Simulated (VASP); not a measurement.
Method: PBE GGA, VASP's PBE PAW potentials (set 64) (plane waves; VASP 6.6.1).

The input files of a VASP run:

KPOINTS:
```
K-points
0
G
 12 12 1
0 0 0
```

**INCAR**
```
! general
SYSTEM  = PtS2 monolayer
PREC    = Normal
ENCUT   = 400
LREAL   = .FALSE.
LASPH   = .TRUE.

! electronic loop
EDIFF   = 1E-6
NELM    = 100
NELMIN  = 4
ALGO    = Normal
LMAXMIX = 6

! smearing
ISMEAR  = 0
SIGMA   = 0.05

! functional
GGA     = PE

! output
LWAVE   = .TRUE.
LCHARG  = .FALSE.
LORBIT  = 11
LVHAR   = .TRUE.
```

**POSCAR**
```
PtS2 monolayer
1.0
  3.5720310262   0.0000000000   0.0000000000
 -1.7860155131   3.0934696538   0.0000000000
  0.0000000000   0.0000000000  23.2884349261
S Pt
2 1
Cart
  1.7860172991   1.0311555201  10.4167744661
 -0.0000017860   2.0623141337  12.8716604600
  0.0000000000   0.0000000000  11.6442174630
```

POTCAR, in this order: S Pt (PBE.64 set). Program: vasp_std. Read from the step before: WAVECAR.

Q: What does the run give for the energy per atom (σ→0)?

A: 
```yaml
energy per atom (σ→0): -5153 meV/atom
```

### OSZICAR
```
       N       E                     dE             d eps       ncg     rms          rms(c)
DAV:   1    -0.154579925448E+02   -0.15458E+02   -0.10760E-04   612   0.109E-01    0.119E-02
DAV:   2    -0.154579906239E+02    0.19209E-05   -0.52293E-06   794   0.224E-02    0.312E-03
DAV:   3    -0.154579901457E+02    0.47815E-06   -0.70132E-07   607   0.756E-03    0.102E-03
DAV:   4    -0.154579898106E+02    0.33512E-06   -0.35758E-07   628   0.358E-03
   1 F= -.15457990E+02 E0= -.15457990E+02  d E =-.226068E-11
```

The cell is a sheet with vacuum, built from PtS2 (1T layered).
